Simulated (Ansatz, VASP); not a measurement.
**Two plane-wave programs on BiCl4F**

The input INCAR:

```
SYSTEM = BiCl4F
  ALGO = Normal
  EDIFF = 1E-7
  ENCUT = 520
  GGA = PE
  ISIF = 2
  ISMEAR = 0
  LASPH = .TRUE.
  LCHARG = .FALSE.
  LREAL = .FALSE.
  LWAVE = .FALSE.
  NBANDS = 34
  NELM = 60
  PREC = Accurate
  SIGMA = 0.1
```

The input KPOINTS:

```
k-points
0
G
  4 4 4
  0 0 0
```

Contents of POSCAR:

```
BiCl4F
1.0
    0.0000000000      4.4327019400      4.4327019400
    4.4327019400      0.0000000000      4.4327019400
    4.4327019400      4.4327019400      0.0000000000
Bi Cl F
1 4 1
Direct
    0.7500000000      0.7500000000      0.7500000000
    0.8760569700      0.3746476800      0.3746476800
    0.3746476800      0.3746476800      0.3746476800
    0.3746476800      0.8760569700      0.3746476800
    0.3746476800      0.3746476800      0.8760569700
    0.0000000000      0.0000000000      0.0000000000
```

Input for Ansatz:

```yaml
crystal:
  lattice:
    - [0.0, 4.43270194, 4.43270194]
    - [4.43270194, 0.0, 4.43270194]
    - [4.43270194, 4.43270194, 0.0]
  atoms:
    - { symbol: Bi, position: [0.75, 0.75, 0.75] }
    - { symbol: Cl, position: [0.87605697, 0.37464768, 0.37464768] }
    - { symbol: Cl, position: [0.37464768, 0.37464768, 0.37464768] }
    - { symbol: Cl, position: [0.37464768, 0.87605697, 0.37464768] }
    - { symbol: Cl, position: [0.37464768, 0.37464768, 0.87605697] }
    - { symbol: F, position: [0.0, 0.0, 0.0] }
basis:
  ecutwfc: 420
kpoints:
  mp_grid: { grid: [4, 4, 4] }
hamiltonian:
  xc: pbe
scf:
  occupations: { method: gaussian, width: 0.1 }
  lower_state_search: "off"
output:
  forces: true
  stress: true
  eigenvalues: true
```

Change from the starting cell: species swapped into the CaDyAl4 type (F-43m, No. 216).

Alike in both runs: task single point; functional PBE; k mesh 4 × 4 × 4; occupations gaussian, width 0.1 eV; no spin polarisation.

|  | VASP | Ansatz |
| --- | --- | --- |
| version | VASP 6.6.1 | Ansatz 0.2.0 |
| potentials or method | VASP PAW PBE potentials, release 64 (Bi_d, Cl, F) | scalar-relativistic, plane waves, PAW |
| plane-wave cutoff (eV) | 520 | 420 |
| valence electrons in the cell | 50 | 50 |

VASP gave:

| Item | Value |
| --- | --- |
| gap on the k mesh at the Fermi level (eV) | none |
| pressure (GPa) | -6.5 |
| rms of the force components (eV/Å) | 0.027 |

Which values does Ansatz return?

gap on the k mesh at the Fermi level (eV): none; pressure (GPa): -6.4; rms of the force components (eV/Å): 0.027.

Atom by atom the forces differ by 0.000 eV/Å (rms over components). A gap of «none» marks a metal or a gap that the smearing closes.

Caveats: spin-orbit coupling is left out, which moves the levels of the heavy elements.
